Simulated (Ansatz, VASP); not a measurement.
## Pt2SeS: VASP beside Ansatz

One calculation is typed for both programs; each brings its own data sets. How far apart do they land? The cell is generated by rule, not measured, and may not be a known phase. Of the first pair: The cell is taken from a series of runs on this material, whose earlier steps may have relaxed, scaled, displaced or heated it; both programs get it as it stands.

Program: Ansatz 0.2.0. Level of theory: plane waves, with VASP 6.6.1 beside it; relaxation of cell and atoms at LDA. Results are calculated unless marked as measured.

### Step 1. The starting structure

Symmetry: P-4m2, No. 115, tetragonal system. The conventional cell has a = 3.527 Å, b = 3.527 Å, c = 6.215 Å, α = 90.00°, β = 90.00°, γ = 90.00°. Nearest to Pt lie 2 S at 2.31 Å and 2 Se at 2.40 Å. Nearest to S lie 4 Pt at 2.31 Å. Nearest to Se lie 4 Pt at 2.40 Å. Farther neighbours and most contacts between anions are not listed.

Structure file:

```xyz
4
Lattice="3.5270 0.0000 0.0000 0.0000 3.5270 0.0000 0.0000 0.0000 6.2146" Properties=species:S:1:pos:R:3 pbc="T T T"
Pt    0.0000    1.7635    0.0677
Pt    1.7635    0.0000    3.0396
S     0.0000    0.0000    1.5537
Se    0.0000    0.0000    4.6610
```

### Step 2. VASP: relaxation of cell and atoms, LDA, pair 1

The relaxed volume is the usual yardstick between codes: in a stiff, nearly cubic crystal its relative difference is about their pressure difference at one cell divided by the bulk modulus.

Lines of VASP's logs that name or quote its potential files are left out, and so is its time.

INCAR

```
SYSTEM = Pt2SeS
PREC = Accurate
ENCUT = 500
EDIFF = 1E-07
NELM = 120
ISMEAR = 0
SIGMA = 0.01
LREAL = .FALSE.
ALGO = Normal
GGA = CA
NBANDS = 22
LASPH = .TRUE.
LORBIT = 11
LWAVE = .FALSE.
LCHARG = .FALSE.
ISIF = 3
IBRION = 2
NSW = 80
EDIFFG = -0.005
GGA_COMPAT = .FALSE.
NELMIN = 4
EFERMI = MIDGAP
KPAR = 2
```

POSCAR

```
Pt2SeS
1.0
    3.5270370000      0.0000000000      0.0000000000
    0.0000000000      3.5270370000      0.0000000000
    0.0000000000      0.0000000000      6.2146130000
Pt S Se
2 1 1
Direct
    0.0000000000      0.5000001418      0.0108988283
    0.5000001418      0.0000000000      0.4891010913
    0.0000000000      0.0000000000      0.2499999598
    0.0000000000      0.0000000000      0.7500000402
```

KPOINTS

```
Automatic mesh
0
Gamma
8 8 6
0 0 0
```

PAW data sets: Pt, S and Se (LDA family, release 64).

Launch:

```sh
mpirun -np 2 vasp_std
```

Numbers of over 12 decimals in the logs are rounded to 6 here.

Output:

```text
[banner, memory and clock lines left out]
running    2 mpi-ranks, on    1 nodes
 distrk:  each k-point on    1 cores,    2 groups
 distr:  one band on    1 cores,    1 groups

 POSCAR found type information on POSCAR PtS Se
 POSCAR found :  3 types and       4 ions
 LDA part: xc-table for (Slater(with rela. corr.)+CA(PZ))
 , standard interpolation
 POSCAR, INCAR and KPOINTS ok, starting setup
 FFT: planning ... GRIDC
 FFT: planning ... GRID_SOFT
 FFT: planning ... GRID
 WAVECAR not read
 entering main loop
       N       E                     dE             d eps       ncg     rms          rms(c)
DAV:   1     0.171572920069E+03    0.17157E+03   -0.14902E+04  2640   0.128E+03
DAV:   2    -0.174811141318E+02   -0.18905E+03   -0.17681E+03  3140   0.257E+02
DAV:   3    -0.260761278214E+02   -0.85950E+01   -0.84409E+01  3284   0.546E+01
DAV:   4    -0.261980231310E+02   -0.12190E+00   -0.12181E+00  2994   0.728E+00
DAV:   5    -0.262001964069E+02   -0.21733E-02   -0.21729E-02  3252   0.966E-01    0.190E+01
DAV:   6    -0.253414611967E+02    0.85874E+00   -0.26678E+00  2754   0.137E+01    0.970E+00
DAV:   7    -0.252284499209E+02    0.11301E+00   -0.25123E-01  2814   0.432E+00    0.442E+00
DAV:   8    -0.252019793851E+02    0.26471E-01   -0.48491E-02  3096   0.172E+00    0.463E-01
DAV:   9    -0.252012594147E+02    0.71997E-03   -0.33332E-03  3000   0.418E-01    0.263E-01
DAV:  10    -0.252012316460E+02    0.27769E-04   -0.73687E-04  3054   0.173E-01    0.439E-02
DAV:  11    -0.252012204073E+02    0.11239E-04   -0.31905E-05  3042   0.356E-02    0.242E-02
DAV:  12    -0.252012167315E+02    0.36758E-05   -0.18387E-05  2922   0.250E-02    0.966E-03
DAV:  13    -0.252012166487E+02    0.82807E-07   -0.18519E-06  2982   0.104E-02    0.565E-03
DAV:  14    -0.252012165568E+02    0.91817E-07   -0.26843E-07  2664   0.480E-03
   1 F= -.25201217E+02 E0= -.25201217E+02  d E =-.252012E+02
[...]
2 F= -.25200758E+02 E0= -.25200758E+02  d E =0.458541E-03
[...]
3 F= -.25201430E+02 E0= -.25201430E+02  d E =-.213381E-03
[...]
4 F= -.25201430E+02 E0= -.25201430E+02  d E =-.213327E-03
 curvature:  -0.18 expect dE=-0.135E-05 dE for cont linesearch -0.319E-07
 ZBRENT: accuracy reached
 trial: gam=-0.00588 g(F)=  0.607E-05 g(S)=  0.145E-05 ort = 0.145E-04 (trialstep = 0.871E+00)
 search vector abs. value=  0.739E-05
 bond charge predicted
       N       E                     dE             d eps       ncg     rms          rms(c)
DAV:   1    -0.252014352594E+02   -0.53697E-05   -0.12947E-03  2640   0.187E-01    0.133E-02
DAV:   2    -0.252014344204E+02    0.83895E-06   -0.24747E-05  2946   0.351E-02    0.516E-03
DAV:   3    -0.252014340667E+02    0.35368E-06   -0.76181E-07  3084   0.642E-03    0.308E-03
DAV:   4    -0.252014339353E+02    0.13139E-06   -0.34388E-07  2782   0.351E-03    0.152E-03
DAV:   5    -0.252014339323E+02    0.30368E-08   -0.16237E-08  1404   0.816E-04
   5 F= -.25201434E+02 E0= -.25201434E+02  d E =-.404875E-05
 trial-energy change:   -0.000004  1 .order   -0.000004   -0.000006   -0.000002
 step:   1.1768(harm=  1.1768)  dis= 0.00045  next Energy=   -25.201434 (dE=-0.438E-05)
 reached required accuracy - stopping structural energy minimisation
```

OUTCAR, selected parts (step 2):

```text
ion  position               nearest neighbor table
   1  0.000  0.500  0.011-   3 2.31   3 2.31   4 2.40   4 2.40
   2  0.500  0.000  0.489-   3 2.31   3 2.31   4 2.40   4 2.40
   3  0.000  0.000  0.250-   1 2.31   2 2.31   2 2.31   1 2.31
   4  0.000  0.000  0.750-   1 2.40   2 2.40   1 2.40   2 2.40

  LATTYP: Found a simple tetragonal cell.
 ALAT       =     3.5270370000
 C/A-ratio  =     1.7619925734

 Subroutine GETGRP returns: Found  8 space group operations
 (whereof  4 operations were pure point group operations)

The static configuration has the point symmetry C_2v.
 The point group associated with its full space group is D_2d.

 Found     60 irreducible k-points:

   k-points           NKPTS =     60   k-points in BZ     NKDIM =     60   number of bands    NBANDS=     22

   dimension x,y,z NGX =    28 NGY =   28 NGZ =   48
   dimension x,y,z NGXF=    56 NGYF=   56 NGZF=   96

   ENCUT  =  500.0 eV  36.75 Ry    6.06 a.u.   6.43  6.43 11.33*2*pi/ulx,y,z

   NELECT =      32.0000    total number of electrons

 k-points in reciprocal lattice and weights: Automatic mesh
   0.00000000  0.00000000  0.00000000       0.003
   0.12500000  0.00000000  0.00000000       0.010
   0.25000000  0.00000000  0.00000000       0.010
   0.37500000  0.00000000  0.00000000       0.010
   0.50000000  0.00000000  0.00000000       0.005
   0.12500000  0.12500000  0.00000000       0.010
   0.25000000  0.12500000  0.00000000       0.021
   0.37500000  0.12500000  0.00000000       0.021
   0.50000000  0.12500000  0.00000000       0.010
[...]
0.50000000  0.37500000  0.50000000       0.010
   0.50000000  0.50000000  0.50000000       0.003

 average (electrostatic) potential at core
       1 -67.4899       2 -67.4899       3 -86.6501       4 -58.8253

 E-fermi :   6.3396

 k-point     1 :       0.0000    0.0000    0.0000
  band No.  band energies     occupation
    ...
     12       4.1293      2.00000
     13       4.1778      2.00000
     14       4.1789      2.00000
     15       4.4444      2.00000
     16       5.2557      2.00000
     17       9.6997      0.00000
     18       9.9034      0.00000
     19       9.9034      0.00000
     20      11.3883      0.00000
     21      13.2388      0.00000
    ...

 k-point     2 :       0.1250    0.0000    0.0000
  band No.  band energies     occupation
    ...
     12       4.1277      2.00000
     13       4.2057      2.00000
     14       4.4063      2.00000
     15       4.8716      2.00000
     16       5.4294      2.00000
     17       9.2130      0.00000
     18       9.7951      0.00000
     19      10.0794      0.00000
     20      11.9506      0.00000
     21      12.1446      0.00000
    ...

 k-point     3 :       0.2500    0.0000    0.0000
  band No.  band energies     occupation
    ...
     12       4.1903      2.00000
     13       4.3216      2.00000
     14       4.6672      2.00000
     15       5.4953      2.00000
     16       5.5767      2.00000
     17       8.7314      0.00000
     18       9.5318      0.00000
     19       9.9301      0.00000
     20      10.8058      0.00000
     21      12.7382      0.00000
    ...

  Total       -0.0017379     -0.0017379      0.0072444      0.0000000      0.0000000      0.0000000
  in kB       -0.0359407     -0.0359407      0.1498144      0.0000000      0.0000000      0.0000000
  external PRESSURE =       0.0259777 kB  Pullay stress =       0.0000000 kB

  energy-cutoff  :      500.00
  volume of cell :       77.47
      direct lattice vectors                 reciprocal lattice vectors
     3.528847644  0.000000000  0.000000000     0.283378627  0.000000000  0.000000000
     0.000000000  3.528847644  0.000000000     0.000000000  0.283378627  0.000000000
     0.000000000  0.000000000  6.221439883     0.000000000  0.000000000  0.160734495

 POSITION                                       TOTAL-FORCE (eV/Angst)
 -----------------------------------------------------------------------------------
      0.00000      1.76442      0.06840         0.000000      0.000000      0.001505
      1.76442      0.00000      3.04232         0.000000      0.000000     -0.001505
      0.00000      0.00000      1.55536         0.000000      0.000000     -0.000000
      0.00000      0.00000      4.66608         0.000000      0.000000      0.000000
 -----------------------------------------------------------------------------------
    total drift:                               -0.000110     -0.000110     -0.000099

  FREE ENERGIE OF THE ION-ELECTRON SYSTEM (eV)
  ---------------------------------------------------
  free  energy   TOTEN  =       -25.2014339323 eV

  energy  without entropy=      -25.2014339323  energy(sigma->0) =      -25.20143393

 reached required accuracy - stopping structural energy minimisation

 total charge
# of ion       s       p       d       tot
------------------------------------------
    1        0.714   0.587   8.178   9.480
    2        0.714   0.587   8.178   9.480
    3        1.314   2.336   0.000   3.650
    4        1.439   2.357   0.124   3.920
--------------------------------------------------
tot          4.181   5.867  16.480  26.529

[... 3 further parts left out ...]
```

### Step 3. Ansatz: relaxation of cell and atoms, LDA, pair 1

Ansatz runs on its default PAW (the set named soft_2) files.

The same cell, functional (in two slightly different forms) and mesh now go to Ansatz, which takes its cutoff from its data sets.

input.yaml

```yaml
crystal:
  lattice:
    - [3.527037244, 0.0, 0.0]
    - [0.0, 3.527037244, 0.0]
    - [0.0, 0.0, 6.2146127553]
  atoms:
    - { symbol: Pt, position: [0.0, 0.5, 0.0108988496] }
    - { symbol: Pt, position: [0.5, 0.0, 0.4891011504] }
    - { symbol: S, position: [0.0, 0.0, 0.25] }
    - { symbol: Se, position: [0.0, 0.0, 0.75] }
kpoints:
  mp_grid: { grid: [8, 8, 6] }
hamiltonian:
  xc: lda
scf:
  occupations: { method: fixed }
output:
  forces: true
  stress: true
  eigenvalues: true
relax:
  adjacent_minimum: "off"
  f_tol: 0.001
  max_steps: 60
  cell: { stress_tol: 0.01 }
```

Launch:

```sh
ansatz run input.yaml --threads 8 --pin off --max-ram 14336MiB --backend cpu --events-out ev --progress --plain --runs-dir out
```

Output:

```text
Engine: ansatz 0.2.0, aarch64-unknown-linux-gnu
Pseudopotentials: kind: paw
Pseudopotential: Pt, paw, valence charge 18, recommended cutoff 420 eV (normal), Pt.paw.azcp
Pseudopotential: S, paw, valence charge 6, recommended cutoff 420 eV (normal), S.paw.azcp
Pseudopotential: Se, paw, valence charge 16, recommended cutoff 420 eV (normal), Se.paw.azcp
Functional definition: SPW92
  exchange = slater_x
  correlation = pw_c
Crystal: 4 atoms, lattice volume = 77.310 Å³
Basis set: ecut = 420 eV, 1513 PW (Γ)
Bands: 35, of which v1, the nominal top of the filled ones, is band 29 counted from 1 (28 counted from 0)
Symmetry: 8 space group operations
Space group: P-4m2 (ITA 115), of the structure as read, at distance tolerance 4.3e-5 Å
k-points: 60 of 384 (time reversal used)
Non-local potential: Pt, projectors of the file, l = 0: 3, l = 1: 2, l = 2: 2, l = 3: 1
Non-local potential: S, projectors of the file, l = 0: 2, l = 1: 2, l = 2: 2
Non-local potential: Se, projectors of the file, l = 0: 2, l = 1: 2, l = 2: 3, l = 3: 1
PAW form: soft (Blöchl's): semilocal exchange-correlation on the pseudo side does not see the compensation charge
PAW frozen core: Pt, regenerated for the run's functional, and the local potential with it (the file was generated under x = pbe(κ = 0.804, μ = 0.219515), c = pbe(β = 0.066725))
PAW frozen core: S, regenerated for the run's functional, and the local potential with it (the file was generated under x = pbe(κ = 0.804, μ = 0.219515), c = pbe(β = 0.066725))
PAW frozen core: Se, regenerated for the run's functional, and the local potential with it (the file was generated under x = pbe(κ = 0.804, μ = 0.219515), c = pbe(β = 0.066725))
PAW one-centre angular grid: Pt, 590 points (default); XC on 64 Gauss nodes
PAW one-centre angular grid: S, 110 points (default); XC on 64 Gauss nodes
PAW one-centre angular grid: Se, 590 points (default); XC on 64 Gauss nodes
Initial density: superposition of atomic densities (neutral atoms: chi_scale 0, normalization atom), corrected by the library's trained network
Initial wavefunctions: pseudopotential atomic-orbital guess
Functional: x = slater, c = lda
SCF iter   1: F=—  HF=-30744.150933 eV  |F-HF|=—  |Δ(HF+E_count)|=         —  Δρ=7.42e-3  dr2=4.71e-2  ethr=1.77e-3  ⟨swp⟩=5.0  Hψ=7282  notcnv=0  defer=231
preconditioner: auto → Resta (q_TF=auto, 2.601 Å⁻¹)  ε∞=7.6  [insulator: Δε(μ)=0.275 eV  Ē_g=9.333 eV  n_scr=20 (ndim 8)  ℏωp=23.9 eV  f_vac=0.030  ε∞_Penn≈7.6]
SCF iter   2: F=—  HF=-30744.142389 eV  |F-HF|=—  |Δ(HF+E_count)|=   8.54e-3  Δρ=3.49e-3  dr2=7.32e-3  ethr=8.12e-5  ⟨swp⟩=2.1  Hψ=2764  notcnv=0  defer=238
SCF iter   3: F=—  HF=-30744.140787 eV  |F-HF|=—  |Δ(HF+E_count)|=   1.60e-3  Δρ=1.08e-3  dr2=9.21e-4  ethr=1.26e-5  ⟨swp⟩=2.7  Hψ=3182  notcnv=0  defer=239
SCF iter   4: F=—  HF=-30744.140607 eV  |F-HF|=—  |Δ(HF+E_count)|=   1.80e-4  Δρ=3.17e-4  dr2=1.38e-4  ethr=1.59e-6  ⟨swp⟩=2.4  Hψ=3173  notcnv=0  defer=209
SCF iter   5: F=—  HF=-30744.140585 eV  |F-HF|=—  |Δ(HF+E_count)|=   2.13e-5  Δρ=1.20e-4  dr2=1.28e-5  ethr=2.38e-7  ⟨swp⟩=2.0  Hψ=3264  notcnv=0  defer=96
SCF iter   6: F=—  HF=-30744.140583 eV  |F-HF|=—  |Δ(HF+E_count)|=   2.69e-6  Δρ=3.82e-5  dr2=1.42e-6  ethr=2.20e-8  ⟨swp⟩=2.0  Hψ=3264  notcnv=0  defer=96
SCF iter   7: F=-30744.140582 eV  HF=-30744.140582 eV  |F-HF|=1.65e-8  |Δ(HF+E_count)|=   2.74e-7  Δρ=1.27e-5  dr2=9.08e-8  ethr=1.72e-10  ⟨swp⟩=8.2  Hψ=11362  notcnv=0
SCF 1 converged in 7 iterations: F = -30744.140582 eV  dr2 = 9.08e-8
  greatest PAW one-centre occupation: 1.000 electrons in one spin orbital (limit 2), on the Se atom at site 3 (counted from 0), in its partial waves of l = 2
relax step   1: F+E_penalty+E_count = -30744.14058239 eV  Δ(F+E_penalty+E_count) = +0.000e0 eV  max|allowed force component| = 4.498e-3 eV/Å  Δτ_max = 0.0000 Å  P = -0.001 GPa  Ω = 77.310 Å³  (7 SCF iters, dr2 threshold 1.00e-7 eV, accepted)
[...]
relax step   2: F+E_penalty+E_count = -30744.14058290 eV  Δ(F+E_penalty+E_count) = -5.052e-7 eV  max|allowed force component| = 2.380e-4 eV/Å  Δτ_max = 0.0002 Å  P = -0.004 GPa  Ω = 77.312 Å³  energy of the carried Pulay correction = -4.883e-7 eV  (4 SCF iters, dr2 threshold 1.26e-9 eV, accepted)
[...]
relax step   3: F+E_penalty+E_count = -30744.14058344 eV  Δ(F+E_penalty+E_count) = -5.389e-7 eV  max|allowed force component| = 2.408e-4 eV/Å  Δτ_max = 0.0000 Å  P = -0.004 GPa  Ω = 77.312 Å³  stress off target by 5.73e-3 GPa  SCF on the basis re-selected at this cell (its energy is not comparable with the rows above)  (6 SCF iters)
basis re-selected at this cell: Δ(F+E_penalty+E_count) = -5.389e-7 eV, ΔP = +0.000 GPa vs the last step (what re-selecting the basis moved, of the pressure what is left beyond the Pulay correction that the steps carried, after the strain that the cell walked since its last selection, with what the two solves' SCF thresholds leave and, on support functions, any second-order correction that the steps lacked; it is no m [...]
SCF converged after 6 iterations
Free energy (F): -30744.140583 eV
Harris-Foulkes:  -30744.140583 eV  (|F-HF|=0.00e0)
Internal energy: -30744.140583 eV  (E = F + TS)
E sigma→0 (E₀):  -30744.140583 eV
Fermi energy:    12.556466 eV
--- Per-component energies (eV) ---
  E_band       = -925.776410
  E_kinetic    = 1510.050203
  E_local      = -7119.364180  (includes V_loc(G=0)·N_el)
  E_nonlocal   = -144.247874
  E_hartree    = 3004.071408
  E_xc         = -722.144089
  E_vxc        = -793.797645  (∫ρ·V_xc dr)
  E_paw        = -20753.743063  (= ΣΔE_a)
  E_vpaw       = -386.559473  (= ΣTr[D̂ρ^β])
  E_aug_tail   = -0.000275  (compensation charges beyond the density's cutoff)
  E_ewald      = -6522.061012
  E_core_change = 3.298299  (= ΣΔE_core)
  E_smearing   = -0.000000  (= −TS)
  E_closure    = 0.000000  (closes the sum)
  Σ components = -30744.140583   (vs F -30744.140583, Δ=0.00e0)
--- Forces (eV/Å), atoms counted from 1 ---
  atom   1  Pt     0.00000000    -0.00000000     0.00024079
  atom   2  Pt     0.00000000    -0.00000000    -0.00024079
  atom   3  S      0.00000000     0.00000000     0.00000000
  atom   4  Se    -0.00000000    -0.00000000     0.00000000
  max |Σ_I F_I| component: 1.39e-16 eV/Å
--- Stress (GPa, compression-positive) ---
       -0.005733       0.000000      -0.000000
        0.000000      -0.005733       0.000000
       -0.000000       0.000000       0.000366
  P = ⅓ Tr σ = -0.0037 GPa (-0.037 kbar)
--- Band table (eV; the first three rows and the last of 60) ---
  k-point 0: bands = [... 25 lower, 10.5099, 10.5166, 10.7778, 11.6238, 16.0258, 16.2791, 16.2791, 17.7187, ... 2 higher]
  k-point 1: bands = [... 25 lower, 10.7620, 11.1259, 11.1259, 11.3381, 15.7924, 15.7924, 16.4893, 17.8699, ... 2 higher]
  k-point 2: bands = [... 25 lower, 10.7225, 10.8819, 11.9566, 11.9566, 14.8544, 14.8544, 17.4262, 18.2024, ... 2 higher]
  k-point 59: bands = [... 25 lower, 11.6100, 11.6100, 12.3648, 12.3648, 13.7912, 14.7959, 15.6165, 15.9005, ... 2 higher]
--- Relaxed structure (2 steps of the walk, 2 accepted, 1 SCFs on fresh bases) ---
  F+E_penalty+E_count = -30744.14058344 eV   max|allowed force component| = 2.408e-4 eV/Å   (the final SCF, on the basis selected at the relaxed cell)
  cell:  # Å, volume = 77.3117 Å³
    - [3.527125, 0, 0]
    - [0, 3.527125, 0.0]
    - [0, 0.0, 6.214462]
  atoms:
    - { symbol: Pt, position: [0, 0.5, 0.010933] }
    - { symbol: Pt, position: [0.5, 0, 0.489067] }
    - { symbol: S, position: [0, 0, 0.25] }
    - { symbol: Se, position: [0, 0, 0.750000] }
```

### Step 4. Differences

Known differences besides the potentials themselves: the two LDA forms differ slightly; fixed occupations in Ansatz, narrow Gaussian smearing in VASP; the data sets hold 58 valence electrons in Ansatz (on its default PAW (the set named soft_2) files) and 32 in VASP; the cutoff is 420 eV in Ansatz and 500 eV in VASP; VASP's log shows a relativistic correction to its local exchange, Ansatz's none; Ansatz adds a Pulay correction to the stress that steers its cell, VASP none. Total energies have different zeros and are not compared.

The two programs side by side:

| quantity | Ansatz | VASP | difference |
| --- | --- | --- | --- |
| volume (Å³) | 77.31 | 77.47 | -0.21 % |
| edge a after relaxation, in the typed setting (Å) | 3.527 | 3.529 | -0.05 % |
| edge c after relaxation, in the typed setting (Å) | 6.215 | 6.221 | -0.11 % |

### Step 5. Ansatz: relaxation of cell and atoms, LDA, pair 2

The relaxed volume is the usual yardstick between codes: in a stiff, nearly cubic crystal its relative difference is about their pressure difference at one cell divided by the bulk modulus.

The cell is taken from a series of runs on this material, whose earlier steps may have relaxed, scaled, displaced or heated it; both programs get it as it stands.

input.yaml

```yaml
crystal:
  lattice:
    - [3.5374753772, 0.0, 0.0]
    - [0.0, 3.5374753772, 0.0]
    - [0.0, 0.0, 6.1989967325]
  atoms:
    - { symbol: Pt, position: [0.0, 0.5, 0.0108762904] }
    - { symbol: Pt, position: [0.5, 0.0, 0.4891237096] }
    - { symbol: S, position: [0.0, 0.0, 0.25] }
    - { symbol: Se, position: [0.0, 0.0, 0.75] }
kpoints:
  mp_grid: { grid: [8, 8, 6] }
hamiltonian:
  xc: lda
scf:
  occupations: { method: gaussian, width: 0.01 }
output:
  forces: true
  stress: true
  eigenvalues: true
relax:
  adjacent_minimum: "off"
  f_tol: 0.005
  max_steps: 80
  cell: { stress_tol: 0.05 }
```

Output:

```text
[...]
Crystal: 4 atoms, lattice volume = 77.573 Å³
Basis set: ecut = 420 eV, 1521 PW (Γ)
Bands: 35, of which v1, the nominal top of the filled ones, is band 29 counted from 1 (28 counted from 0)
Symmetry: 8 space group operations
[...]
k-points: 60 of 384 (time reversal used)
[...]
--- Relaxed structure (3 steps of the walk, 3 accepted, 1 SCFs on fresh bases) ---
[...]
cell:  # Å, volume = 77.3097 Å³
    - [3.527037, 0, -1.1164882377206213e-18]
    - [0, 3.527037, 0]
    - [-1.9565102790858258e-18, 0, 6.214613]
  atoms:
    - { symbol: Pt, position: [0, 0.500000, 0.010899] }
    - { symbol: Pt, position: [0.500000, 0, 0.489101] }
    - { symbol: S, position: [0, 0, 0.25] }
    - { symbol: Se, position: [0, 0, 0.750000] }
[key lines of the parts left out:]
SCF converged after 5 iterations
Free energy (F): -30744.140582 eV
Fermi energy:    12.693437 eV
P = ⅓ Tr σ = -0.0011 GPa (-0.011 kbar)
```

(Part 1 of 2 ends here.)

[Lines on the potential files, build, host, timing and source positions are cut from VASP's logs without a mark.]

[Logs are printed without paths, hosts, clocks, repeated set-up lines and the standing remarks that a program may print on its own settings, such as how far it seeks lower states.]

[Hosts, paths, dates, database ids (printed as entryN), source tags and the programs' standing remarks are cut or masked in the printed files.]
